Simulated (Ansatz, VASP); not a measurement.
Two plane-wave programs on SrGaI3

```xyz
5
Lattice="5.8945 0.0000 0.0000 0.0000 5.8945 0.0000 0.0000 0.0000 5.8945" Properties=species:S:1:pos:R:3 pbc="T T T"
Sr    2.9472    2.9472    2.9472
Ga    0.0000    0.0000    0.0000
I     2.9472    0.0000    0.0000
I     0.0000    2.9472    0.0000
I     0.0000    0.0000    2.9472
```

Alike in both runs: functional PBE; k mesh 6 × 6 × 6; occupations gaussian, width 0.1 eV; no spin polarisation.

Ansatz relaxed the structure, and its values are those at the end. VASP's run is a single point on that final structure, the one shown.

```csv
,VASP,Ansatz
version,VASP 6.6.1,Ansatz 0.2.0
potentials or method,"VASP PAW PBE potentials, release 64 (Sr_sv, Ga_d, I)","scalar-relativistic, plane waves, PAW"
plane-wave cutoff (eV),520,420
valence electrons in the cell,44,74
```

|  | VASP | Ansatz | Ansatz less VASP |
| --- | --- | --- | --- |
| gap on the k mesh at the Fermi level (eV) | none | none | - |
| pressure (GPa) | 0.0 | 0.0 | -0.01 |

A gap of «none» marks a metal or a gap that the smearing closes. With one functional, cell and mesh, what is left measures potentials, basis and numerics. The two sets of potentials don't hold the same shells in valence.

Spin-orbit coupling is left out, which matters for the levels of I.
